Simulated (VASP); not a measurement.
# SiNi3: input slips in a relaxation and what they do, part 2 of 2

Aim: see how common mistakes in a VASP relaxation show up, on SiNi3. The starting structure is a cell with measured lattice constants from the literature and the atomic positions of a computed structure of the Materials Project. The first relaxation on each setting starts from this cell expanded by 3 % in volume.

VASP 6.6.1.

Results so far: reference 10.36 Å³ an atom; a loose electronic threshold 10.41 Å³ an atom.

## (4) Relaxation with the cell held fixed (ISIF = 2)

Level of this step: PBEsol, spin-polarised from a ferromagnetic start; plane waves and PAW (Ni, Si) (VASP).

A slip made on purpose: the cell held fixed (ISIF = 2). Against step 2 the input has ISIF = 2 (also changed: NELM).

INCAR

```
SYSTEM = SiNi3
PREC = Accurate
ENCUT = 450
EDIFF = 1E-06
NELM = 60
ISMEAR = 1
SIGMA = 0.15
LREAL = .FALSE.
ALGO = Normal
GGA = PS
NBANDS = 27
ISPIN = 2
MAGMOM = 1 1 1 0
LASPH = .TRUE.
LMAXMIX = 4
LORBIT = 11
LWAVE = .FALSE.
LCHARG = .FALSE.
KPAR = 8
IBRION = 2
NSW = 50
ISIF = 2
EDIFFG = -0.006
```

POSCAR

```
SiNi3
1.0
    3.5445527552      0.0000000000      0.0000000000
    0.0000000000      3.5445527552      0.0000000000
    0.0000000000      0.0000000000      3.5445527552
Ni Si
3 1
Direct
    0.5000000000      0.0000000000      0.5000000000
    0.5000000000      0.5000000000      0.0000000000
    0.0000000000      0.5000000000      0.5000000000
    0.0000000000      0.0000000000      0.0000000000
```

KPOINTS

```
Automatic mesh
0
Gamma
10 10 10
0 0 0
```

Potentials, in the order of the species: Ni and Si (PBE family, release 64).

On the command line:

```
mpirun -np 8 vasp_std
```

Log:

```text
[... set-up lines as in an earlier step ...]
 entering main loop
       N       E                     dE             d eps       ncg     rms          rms(c)
[... 9 cycles as in an earlier step ...]
DAV:  10    -0.261470608146E+02    0.18258E-02   -0.14024E-03  7467   0.345E-01    0.320E-01
DAV:  11    -0.261461492817E+02    0.91153E-03   -0.26783E-04  8539   0.257E-01    0.104E-01
DAV:  12    -0.261462060405E+02   -0.56759E-04   -0.12848E-04  8063   0.135E-01    0.461E-02
DAV:  13    -0.261462099917E+02   -0.39512E-05   -0.17302E-05  7762   0.549E-02    0.242E-02
DAV:  14    -0.261462060015E+02    0.39903E-05   -0.45990E-06  7617   0.277E-02    0.626E-03
DAV:  15    -0.261462056506E+02    0.35084E-06   -0.98404E-07  3947   0.110E-02
   1 F= -.26146206E+02 E0= -.26146818E+02  d E =-.261462E+02  mag=    -0.0001
[...]
reached required accuracy - stopping structural energy minimisation
```

Wall time 12 s (8 MPI ranks of Intel Xeon 6975P-C (Granite Rapids), shared host); peak memory 1.8 GiB.

Parts of OUTCAR (step 4):

```text
  Total       -4.0207164     -4.0207164     -4.0207164      0.0000000     -0.0000000      0.0000000
  in kB     -144.6537469   -144.6537469   -144.6537469      0.0000000     -0.0000000      0.0000000
  external PRESSURE =    -144.6537469 kB  Pullay stress =       0.0000000 kB

 POSITION                                       TOTAL-FORCE (eV/Angst)
 -----------------------------------------------------------------------------------
      1.77228      0.00000      1.77228         0.000000      0.000000      0.000000
      1.77228      1.77228      0.00000         0.000000      0.000000      0.000000
      0.00000      1.77228      1.77228         0.000000      0.000000      0.000000
      0.00000      0.00000      0.00000         0.000000      0.000000      0.000000
 -----------------------------------------------------------------------------------
    total drift:                                0.000000      0.000000      0.000000

  FREE ENERGIE OF THE ION-ELECTRON SYSTEM (eV)
  ---------------------------------------------------
  free  energy   TOTEN  =       -26.1462056506 eV

  energy  without entropy=      -26.1480414545  energy(sigma->0) =      -26.14681759

 magnetization (x)
# of ion       s       p       d       tot
------------------------------------------
    1        0.000   0.000  -0.000  -0.000
    2        0.000   0.000  -0.000  -0.000
    3        0.000   0.000  -0.000  -0.000
    4        0.000   0.000   0.000   0.000
--------------------------------------------------
tot          0.000   0.000  -0.000  -0.000

[... 2 parts as in an earlier step ...]

[... 2 further parts left out ...]
[key lines of the parts left out:]
E-fermi :  10.0054
```

With the cell held fixed (ISIF = 2) the cell ends at 11.133 Å³ an atom, +7.43 % from the reference.

## (5) Relaxation with too few electronic steps

A slip made on purpose: too few electronic steps. Against step 2 the input has NELM = 4 (also changed: NSW).

Edit INCAR of step 4 so:

```diff
@@ -4,3 +4,3 @@
 EDIFF = 1E-06
-NELM = 60
+NELM = 4
 ISMEAR = 1
@@ -20,4 +20,4 @@
 IBRION = 2
-NSW = 50
-ISIF = 2
+NSW = 30
+ISIF = 3
 EDIFFG = -0.006
```

POSCAR is that of step 4.

KPOINTS is that of step 4.

On the command line:

```
mpirun -np 8 vasp_std
```

Log:

```text
[... set-up lines as in an earlier step ...]
 entering main loop
       N       E                     dE             d eps       ncg     rms          rms(c)
[... 4 cycles as in an earlier step ...]
 -----------------------------------------------------------------------------
|                                                                             |
|           W    W    AA    RRRRR   N    N  II  N    N   GGGG   !!!           |
|           W    W   A  A   R    R  NN   N  II  NN   N  G    G  !!!           |
|           W    W  A    A  R    R  N N  N  II  N N  N  G       !!!           |
|           W WW W  AAAAAA  RRRRR   N  N N  II  N  N N  G  GGG   !            |
|           WW  WW  A    A  R   R   N   NN  II  N   NN  G    G                |
|           W    W  A    A  R    R  N    N  II  N    N   GGGG   !!!           |
|                                                                             |
|     The electronic self-consistency was not achieved in the given           |
|     number of steps (NELM). The forces and other quantities evaluated       |
[...]
|     E        R    R   R    R   O     O  R    R      ###     ###     ###     |
|     EEEEEEE  R     R  R     R  OOOOOOO  R     R     ###     ###     ###     |
|                                                                             |
|     Orbital orthonormalization failed in the inversion of matrix            |
|     LAPACK: Routine ZPOTRF failed! kpoint: 1 spin: 1                        |
|                                                                             |
|     Possible solutions for this issue are:                                  |
|     - Please check whether the atoms are too close to each other.           |
|     - Decreasing POTIM might help during relaxations or MDs.                |
|     - Deleting CHGCAR or WAVECAR if incompatible with the structure.        |
|     - Try calculating without symmetrizing (ISYM = 0 or ISYM = -1).         |
|     - As last resort: using a different PAW for some of the atoms.          |
|                                                                             |
|       ---->  I REFUSE TO CONTINUE WITH THIS SICK JOB ... BYE!!! <----       |
|                                                                             |
 -----------------------------------------------------------------------------

1
1
1
1
1
1
1
1
```

The job ended after 8.8 s (8 MPI ranks).

VASP stopped with this message: “Orbital orthonormalization failed in the inversion of matrix LAPACK: Routine ZPOTRF failed! kpoint: 1 spin: 1”.

## (6) Relaxation with a leftover external pressure of 100 kbar

A slip made on purpose: a leftover external pressure of 100 kbar. Against step 2 the input has PSTRESS = 100 (also changed: NELM).

Edit INCAR of step 5 so:

```diff
@@ -4,3 +4,3 @@
 EDIFF = 1E-06
-NELM = 4
+NELM = 60
 ISMEAR = 1
@@ -20,4 +20,5 @@
 IBRION = 2
-NSW = 30
+NSW = 50
 ISIF = 3
 EDIFFG = -0.006
+PSTRESS = 100
```

POSCAR is that of step 5.

KPOINTS is that of step 5.

On the command line:

```
mpirun -np 8 vasp_std
```

Log:

```text
[... set-up lines as in an earlier step ...]
 entering main loop
       N       E                     dE             d eps       ncg     rms          rms(c)
[... 15 cycles as in an earlier step ...]
   1 F= -.23366660E+02 E0= -.23367272E+02  d E =-.233667E+02  mag=    -0.0001
[... from here on, the cycles between the ionic steps are left out ...]
   2 F= -.22887070E+02 E0= -.22887289E+02  d E =0.479591E+00  mag=     0.0000
   3 F= -.23756278E+02 E0= -.23756686E+02  d E =-.389617E+00  mag=    -0.0000
   4 F= -.23756846E+02 E0= -.23757249E+02  d E =-.390186E+00  mag=     0.0000
   5 F= -.23756785E+02 E0= -.23757183E+02  d E =-.390124E+00  mag=     0.0000
   6 F= -.23756716E+02 E0= -.23757121E+02  d E =0.689995E-04  mag=     0.0000
   7 F= -.23756864E+02 E0= -.23757266E+02  d E =-.797000E-04  mag=    -0.0000
[...]
reached required accuracy - stopping structural energy minimisation
```

Run time: 47 s. Hardware: 8 MPI ranks; peak memory 2.1 GiB.

OUTCAR, selected parts (step 6):

```text
  Total        2.4961179      2.4961179      2.4961179     -0.0000000      0.0000000     -0.0000000
  in kB      100.2083150    100.2083150    100.2083150     -0.0000000      0.0000000     -0.0000000
  external PRESSURE =       0.2083150 kB  Pullay stress =     100.0000000 kB

 POSITION                                       TOTAL-FORCE (eV/Angst)
 -----------------------------------------------------------------------------------
      1.70868      0.00000      1.70868        -0.000000      0.000000      0.000000
      1.70868      1.70868     -0.00000        -0.000000     -0.000000      0.000000
      0.00000      1.70868      1.70868         0.000000      0.000000      0.000000
      0.00000      0.00000      0.00000        -0.000000     -0.000000      0.000000
 -----------------------------------------------------------------------------------
    total drift:                                0.000000      0.000000      0.000000

  FREE ENERGIE OF THE ION-ELECTRON SYSTEM (eV)
  ---------------------------------------------------
  free  energy   TOTEN  =       -26.2477933830 eV

  energy  without entropy=      -26.2489970006  energy(sigma->0) =      -26.24819459

 magnetization (x)
# of ion       s       p       d       tot
------------------------------------------
    1        0.000  -0.000  -0.000  -0.000
    2        0.000  -0.000  -0.000  -0.000
    3        0.000  -0.000  -0.000  -0.000
    4        0.000   0.000   0.000   0.000
--------------------------------------------------
tot          0.000  -0.000  -0.000  -0.000

[... 2 parts as in an earlier step ...]

[... 2 further parts left out ...]
[key lines of the parts left out:]
E-fermi :  11.6820
```

With a leftover external pressure of 100 kbar the cell ends at 9.977 Å³ an atom, -3.72 % from the reference.

## (7) Relaxation with spin polarisation switched off

A slip made on purpose: spin polarisation switched off. Against step 2 the input has no ISPIN and no MAGMOM (also changed: NBANDS and LMAXMIX). This run starts from the cell of an earlier relaxation, which isn't shown; the restart sets up the plane waves anew.

INCAR

```
SYSTEM = SiNi3
PREC = Accurate
ENCUT = 450
EDIFF = 1E-06
NELM = 100
ISMEAR = 1
SIGMA = 0.15
LREAL = .FALSE.
ALGO = Normal
GGA = PS
NBANDS = 23
LASPH = .TRUE.
LORBIT = 11
LWAVE = .FALSE.
LCHARG = .FALSE.
KPAR = 8
IBRION = 2
NSW = 50
ISIF = 3
EDIFFG = -0.006
```

POSCAR

```
SiNi3
1.0
    3.4619691296      0.0000000000      0.0000000000
    0.0000000000      3.4619691296      0.0000000000
    0.0000000000      0.0000000000      3.4619691296
Ni Si
3 1
Direct
    0.5000000000      0.0000000000      0.5000000000
    0.5000000000      0.5000000000      0.0000000000
    0.0000000000      0.5000000000      0.5000000000
    0.0000000000      0.0000000000      0.0000000000
```

KPOINTS is that of step 6.

On the command line:

```
mpirun -np 8 vasp_std
```

Log:

```text
[... set-up lines as in an earlier step ...]
 entering main loop
       N       E                     dE             d eps       ncg     rms          rms(c)
DAV:   1     0.182817821529E+03    0.18282E+03   -0.14124E+04  2600   0.179E+03
DAV:   2    -0.214446694099E+02   -0.20426E+03   -0.19426E+03  2576   0.331E+02
DAV:   3    -0.304175000665E+02   -0.89728E+01   -0.86988E+01  2968   0.943E+01
DAV:   4    -0.305747400958E+02   -0.15724E+00   -0.15699E+00  2974   0.108E+01
[...]
DAV:  11    -0.262927894566E+02    0.36198E-03   -0.36631E-04  3971   0.285E-01    0.509E-02
DAV:  12    -0.262927824891E+02    0.69674E-05   -0.80356E-05  3026   0.108E-01    0.159E-02
DAV:  13    -0.262927821458E+02    0.34338E-06   -0.41454E-06  2694   0.157E-02
   1 F= -.26292782E+02 E0= -.26293254E+02  d E =-.262928E+02
[...]
N       E                     dE             d eps       ncg     rms          rms(c)
DAV:   1    -0.262976201721E+02   -0.48377E-02   -0.49266E-02  2681   0.353E+00    0.613E-01
[...]
DAV:   5    -0.262927241387E+02    0.63705E-05   -0.16849E-05  3032   0.439E-02    0.129E-02
DAV:   6    -0.262927226012E+02    0.15376E-05   -0.37838E-06  3042   0.177E-02    0.318E-03
DAV:   7    -0.262927224905E+02    0.11068E-06   -0.88715E-07  1565   0.110E-02
   2 F= -.26292722E+02 E0= -.26293189E+02  d E =0.596553E-04
 trial-energy change:    0.000060  1 .order    0.000039   -0.000224    0.000301
 step:   0.3702(harm=  0.4263)  dis= 0.00000  next Energy=   -26.292822 (dE=-0.403E-04)
[...]
N       E                     dE             d eps       ncg     rms          rms(c)
DAV:   1    -0.262947773147E+02   -0.20547E-02   -0.19618E-02  2660   0.223E+00    0.387E-01
DAV:   2    -0.262944923157E+02    0.28500E-03   -0.18289E-02  2954   0.245E+00    0.291E-01
DAV:   3    -0.262928746678E+02    0.16176E-02   -0.49848E-03  2947   0.131E+00    0.607E-02
DAV:   4    -0.262928204459E+02    0.54222E-04   -0.15863E-04  2792   0.988E-02    0.129E-02
DAV:   5    -0.262928178780E+02    0.25680E-05   -0.71776E-06  2999   0.290E-02    0.781E-03
DAV:   6    -0.262928176995E+02    0.17851E-06   -0.11283E-06  1741   0.106E-02
   3 F= -.26292818E+02 E0= -.26293287E+02  d E =-.355537E-04
[...]
reached required accuracy - stopping structural energy minimisation
```

Wall time 6.6 s (8 MPI ranks); peak memory 1.3 GiB.

OUTCAR, selected parts (step 7):

```text
  Total       -0.0063874     -0.0063874     -0.0063874      0.0000000     -0.0000000      0.0000000
  in kB       -0.2469003     -0.2469003     -0.2469003      0.0000000     -0.0000000      0.0000000
  external PRESSURE =      -0.2469003 kB  Pullay stress =       0.0000000 kB

 POSITION                                       TOTAL-FORCE (eV/Angst)
 -----------------------------------------------------------------------------------
      1.73038      0.00000      1.73038        -0.000000     -0.000000      0.000000
      1.73038      1.73038      0.00000        -0.000000      0.000000      0.000000
     -0.00000      1.73038      1.73038         0.000000     -0.000000      0.000000
      0.00000      0.00000      0.00000        -0.000000      0.000000      0.000000
 -----------------------------------------------------------------------------------
    total drift:                                0.000000     -0.000000     -0.000000

  FREE ENERGIE OF THE ION-ELECTRON SYSTEM (eV)
  ---------------------------------------------------
  free  energy   TOTEN  =       -26.2928176995 eV

  energy  without entropy=      -26.2942268604  energy(sigma->0) =      -26.29328742

[... 1 part as in an earlier step ...]

[... 3 further parts left out ...]
[key lines of the parts left out:]
E-fermi :  11.0824
```

With spin polarisation switched off the cell ends at 10.362 Å³ an atom, -0.01 % from the reference.

## (8) The runs compared

```csv
run,ended,volume (Å³/atom),change (%),pressure left (GPa),core minutes
reference,converged,10.363,-,0.01,4.69
a loose electronic threshold,converged,10.406,0.42,0.07,7.6
the cell held fixed (ISIF = 2),converged,11.133,7.43,-14.47,1.57
too few electronic steps,stopped by VASP,-,-,-,1.17
a leftover external pressure of 100 kbar,converged,9.977,-3.72,10.02,6.27
spin polarisation switched off,converged,10.362,-0.01,-0.02,3.68
```

Core minutes are wall time times ranks, summed over the relaxations behind a row (those for a bulk modulus apart), on shared hosts.

## (9) Outcome

```
volume of the reference                                                : 10.36 Å³/atom
volume against the reference, a loose electronic threshold             : +0.42 %
volume against the reference, the cell held fixed (ISIF = 2)           : +7.43 %
volume against the reference, a leftover external pressure of 100 kbar : -3.72 %
volume against the reference, spin polarisation switched off           : -0.01 %
run with too few electronic steps                                      : stopped by VASP
```

VASP stopped by itself in the run with too few electronic steps. Finished, but with signs in the output that stand out against the reference: the cell held fixed (ISIF = 2), with the volume kept at the input's, +7.4 % from the reference (signs: a stress of up to 14.5 GPa); a leftover external pressure of 100 kbar, with the volume changed by -3.7 % (signs: the Pulay stress that OUTCAR prints, which here is the typed pressure and an energy that rises by up to 0.1 eV an atom on the way). Finished, and of the signs looked for here (warnings, stress, forces, entropy, moments, translations away from zero, imaginary modes) none stands out against the reference by the marks set here, though the cell is off: a loose electronic threshold, with the volume changed by +0.4 %. Little came of spin polarisation switched off in this material. The reference holds hardly any moment itself, so leaving spin out changes little against it; other magnetic starts weren't tried. The reference was restarted once and some of the runs with a slip weren't, so their cells may not have settled fully. Further runs on this material are not shown.

[Lines on the potential files, build, host, timing and source positions are cut from VASP's logs without a mark.]

[Logs are printed without paths, hosts, clocks, repeated set-up lines and the standing remarks that a program may print on its own settings, such as how far it seeks lower states.]

[Hosts, paths, dates, database ids (printed as entryN), source tags and the programs' standing remarks are cut or masked in the printed files.]
